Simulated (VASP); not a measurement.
# MoIr (space group P-6m2): computed properties

The numbers are results of PBEsol GGA, VASP's PBE PAW potentials (set 64) (plane waves; VASP), not measurements.

```json
{
  "space_group": "P-6m2 (187)",
  "cell": "a = 2.754 Å, b = 2.754 Å, c = 4.428 Å, α = 90.00°, β = 90.00°, γ = 120.00°",
  "volume_per_atom": "14.55 Å³/atom",
  "band gap (over mesh and band path)": "none (metal, semimetal or under 0.01 eV)",
  "hill_bulk_modulus": "338 GPa",
  "hill_shear_modulus": "169 GPa",
  "Poisson's ratio": "0.286",
  "band_gap_with_spin_orbit_coupling": "none (metallic)",
  "density": "16.45 g/cm³",
  "optical Γ-point spectrum": "167 (×2), 205 cm⁻¹",
  "C11": "531 GPa",
  "C12": "252 GPa",
  "C13": "212 GPa",
  "C33": "635 GPa",
  "C44": "188 GPa",
  "C66": "140 GPa"
}
```

```cif
data_IrMo
_chemical_formula_sum 'Mo1 Ir1'
_space_group_name_H-M_alt 'P 1'
_space_group_IT_number 1
_cell_length_a 2.75419
_cell_length_b 2.75419
_cell_length_c 4.42846
_cell_angle_alpha 90.000
_cell_angle_beta 90.000
_cell_angle_gamma 120.000
loop_
_space_group_symop_operation_xyz
  'x, y, z'
loop_
_atom_site_label
_atom_site_type_symbol
_atom_site_fract_x
_atom_site_fract_y
_atom_site_fract_z
_atom_site_occupancy
Mo1 Mo 0.00000 0.00000 0.00000 1
Ir1 Ir 0.33333 0.66667 0.50000 1
```

Finite-difference elastic constants of metals are sensitive to mesh and smearing; shear constants can be off by tens of GPa. Unless said otherwise, spin-orbit coupling is left out, though it shifts the bands of the heavy elements here.

The structure comes from a computed database's MoIr entry (P-6m2); how it stands against other phases isn't given here. It was relaxed first. Symmetry was kept, so distortions that lower it aren't found. The electron count is odd and the run is not spin-polarised, which forces a metal.
